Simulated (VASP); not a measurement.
A VASP calculation is set up with these files.

INCAR:
```
SYSTEM = AgCl
PREC = Accurate; ENCUT = 520; LREAL = F
LASPH = T
EDIFF = 1E-7; NELM = 100; ALGO = Normal
LMAXMIX = 4
ISMEAR = 0; SIGMA = 0.05
GGA = BO; LUSE_VDW = T; AGGAC = 0.0
PARAM1 = 0.1833333333; PARAM2 = 0.22
ISIF = 2
LWAVE = F; LCHARG = F
```

File POSCAR:
```
AgCl
4.0057820
  0.0000000000   0.7071067117   0.7071067117
  0.7071067117   0.0000000000   0.7071067117
  0.7071067117   0.7071067117   0.0000000000
Ag Cl
1 1
direct
  0.0000000000   0.0000000000   1.0000000000
  0.5000000000   0.5000000000   0.5000000000
```

**KPOINTS**
```
Automatic mesh
0
Gamma
8 8 8
0 0 0
```

POTCAR, in this order: Ag Cl (PBE.64 set). Program: vasp_std.

Problem. Write an equivalent input for Quantum ESPRESSO's pw.x.

Solution. One equivalent input (not run):
```
&CONTROL
  calculation = 'scf'
  pseudo_dir = './pseudo'
  outdir = './out'
  tprnfor = .true.
  tstress = .true.
/
&SYSTEM
  ibrav = 0
  nat = 2
  ntyp = 2
  ecutwfc = 82
  occupations = 'smearing'
  smearing = 'gaussian'
  degauss = 0.003675
  input_dft = 'vdw-df-obk8'
/
&ELECTRONS
  conv_thr = 7.3e-09
  electron_maxstep = 100
/
ATOMIC_SPECIES
  Ag 107.868 Ag.upf
  Cl 35.450 Cl.upf
CELL_PARAMETERS angstrom
     0.0000000    2.8325153    2.8325153
     2.8325153    0.0000000    2.8325153
     2.8325153    2.8325153    0.0000000
ATOMIC_POSITIONS crystal
  Ag   0.0000000  0.0000000  1.0000000
  Cl   0.5000000  0.5000000  0.5000000
K_POINTS automatic
  8 8 8 0 0 0
```
What does not carry over: the potentials are each code's own (VASP's PAW set, PseudoDojo norm-conserving files in pw.x), so ENCUT and ecutwfc are chosen apart and not converted; conv_thr bounds pw.x's estimated SCF error, while EDIFF bounds the energy change between steps.

The compound is AgCl in the rock salt structure. This cell is one point of a volume scan, at 1.06 of the reference volume.
